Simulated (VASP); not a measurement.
An input for Ansatz (written as the equivalent of a VASP run, and not itself run):

Ansatz 0.2 input:
```yaml
crystal:
  lattice:
    - [3.1064270, 0.0000000, 0.0000000]
    - [-1.5532130, 2.6902440, 0.0000000]
    - [0.0000000, 0.0000000, 9.9949490]
  atoms:
    - { symbol: Hf, position: [0.0000000, 0.0000000, 0.0000000] }
    - { symbol: Hf, position: [0.0000000, 0.0000000, 0.5000000] }
    - { symbol: Hf, position: [0.3333330, 0.6666670, 0.2500000] }
    - { symbol: Hf, position: [0.6666670, 0.3333330, 0.7500000] }
kpoints:
  mp_grid: { grid: [3, 3, 3], shift: [0.5, 0.5, 0.5] }
hamiltonian:
  xc: lda
  pseudopotentials: { kind: paw }
scf:
  occupations: { method: fermi_dirac, width: 0.1 }
  max_iter: 100
output: { forces: true, stress: true, eigenvalues: true }
```

Write the VASP files for the same calculation (LDA).

Several could match; the one computed here: 
### INCAR
```
ALGO  =  Normal
EDIFF  =  1E-6
ENCUT  =  180
ISIF  =  2
ISMEAR  =  -1
LASPH  =  .TRUE.
LCHARG  =  .FALSE.
LMAXMIX  =  6
LREAL  =  .FALSE.
LWAVE  =  .FALSE.
NELM  =  100
PREC  =  Accurate
SIGMA  =  0.1
SYSTEM  =  Hf
```

KPOINTS:
```
kpoints
0
G
  3 3 3
0.5 0.5 0.5
```

POSCAR:
```
Hf
19.9898980
  0.1553998425   0.0000000000   0.0000000000
 -0.0776998962   0.1345801764   0.0000000000
  0.0000000000   0.0000000000   0.5000000000
Hf
4
direct
  0.0000000000   0.0000000000   0.0000000000
  0.0000000000   0.0000000000   0.5000000000
  0.3333330000   0.6666670000   0.2500000000
  0.6666670000   0.3333330000   0.7500000000
```

POTCAR, in this order: Hf_pv (LDA.64 set). Program: vasp_std.

The two are equivalent in intent, not identical: each code has its own PAW files, so the cut-off isn't converted (ENCUT is set for VASP's; basis.ecutwfc is left out, and Ansatz then takes the one that its files recommend); Ansatz stops its SCF on the density residual and VASP on the energy change (EDIFF); Ansatz's lda is the Perdew-Wang form, while the LDA potentials of VASP carry Perdew-Zunger's.

The structure was generated: Hf was put into an ordered model structure, which need not be its known phase. The cell was not relaxed at this level. The k-mesh is coarse (spacing up to 0.78 per Å, 2π included), so the numbers may not be converged in it. The run is one of a series of settings (ENCUT = 180, GGA removed, KPOINTS 3×3×3 Γ-centred mesh shifted by (0.5, 0.5, 0.5), POTCAR Hf_pv (LDA.64 set) against the base run), some of them coarse on purpose.
